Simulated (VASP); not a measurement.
HfN (rock salt) is relaxed at rising pressure, each step from the one before. Symmetry mostly holds the structure type, and other phases were not tried. The mesh follows the cell, and a change of mesh leaves a small step in the series.

Consider the following.

```xyz
2
Lattice="0.0000 2.2311 2.2311 2.2311 0.0000 2.2311 2.2311 2.2311 0.0000" Properties=species:S:1:pos:R:3 pbc="T T T"
Hf     0.0000     0.0000     0.0000
N      2.2311     2.2311     2.2311
```

These are LDA (Ceperley-Alder, Perdew-Zunger), VASP's LDA PAW potentials (set 64) (plane waves; VASP 6.6.1) values and carry that method's errors. Settings: 620 eV cut-off, 14×14×14 Γ-centred mesh, first-order Methfessel-Paxton smearing of 0.10 eV, potentials Hf_pv N.

Unless said otherwise, spin-orbit coupling is left out, though it shifts the bands of the heavy elements here.

```json
[
 {"P (GPa)": "0", "V (Å³/atom)": "11.11", "H − H(0) (eV/atom)": "0.000", "space group": "Fm-3m", "gap on the mesh (eV)": "0.00", "k-mesh": "14×14×14"},
 {"P (GPa)": "5", "V (Å³/atom)": "___", "H − H(0) (eV/atom)": "___", "space group": "Fm-3m", "gap on the mesh (eV)": "0.00", "k-mesh": "14×14×14"},
 {"P (GPa)": "10", "V (Å³/atom)": "10.77", "H − H(0) (eV/atom)": "0.683", "space group": "Fm-3m", "gap on the mesh (eV)": "0.00", "k-mesh": "14×14×14"},
 {"P (GPa)": "20", "V (Å³/atom)": "10.49", "H − H(0) (eV/atom)": "1.346", "space group": "Fm-3m", "gap on the mesh (eV)": "0.00", "k-mesh": "14×14×14"},
 {"P (GPa)": "30", "V (Å³/atom)": "___", "H − H(0) (eV/atom)": "___", "space group": "Fm-3m", "gap on the mesh (eV)": "0.00", "k-mesh": "14×14×14"},
 {"P (GPa)": "45", "V (Å³/atom)": "9.91", "H − H(0) (eV/atom)": "2.933", "space group": "Fm-3m", "gap on the mesh (eV)": "0.00", "k-mesh": "15×15×15"}
]
```

Q: Fill in the missing entries.

A: 
- 30, V (Å³/atom): 10.23
- 30, H − H(0) (eV/atom): 1.993
- 5, V (Å³/atom): 10.93
- 5, H − H(0) (eV/atom): 0.344

Pressures at which the relaxation failed are left out.

The compound is HfN in the rock salt structure. The electron count is odd and the run is not spin-polarised, which forces a metal.
